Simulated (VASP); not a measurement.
Data:

```
CELL_PARAMETERS angstrom
      1.53581    -2.66010     0.00000
      1.53581     2.66010     0.00000
      0.00000     0.00000     3.47338
ATOMIC_POSITIONS crystal
  Mg 0.00000 0.00000 0.00000
  B  0.33333 0.66667 0.50000
  B  0.66667 0.33333 0.50000
```

Calculation: PBEsol GGA, VASP's PBE PAW potentials (set 64) (plane waves; VASP). Settings: 520 eV cut-off, 13×13×10 Γ-centred mesh, tetrahedra with Blöchl corrections, potentials Mg B.

Task: What does the run give for the energy per atom (σ→0), band gap (on the k-mesh) with the smallest direct gap where there is one?

Result: 
The band gap (on the k-mesh) is none (metal, semimetal or under 0.01 eV) and the energy per atom (σ→0) is -5.407 eV/atom.

The compound is MgB2 in the AlB2 type structure. It was relaxed first.
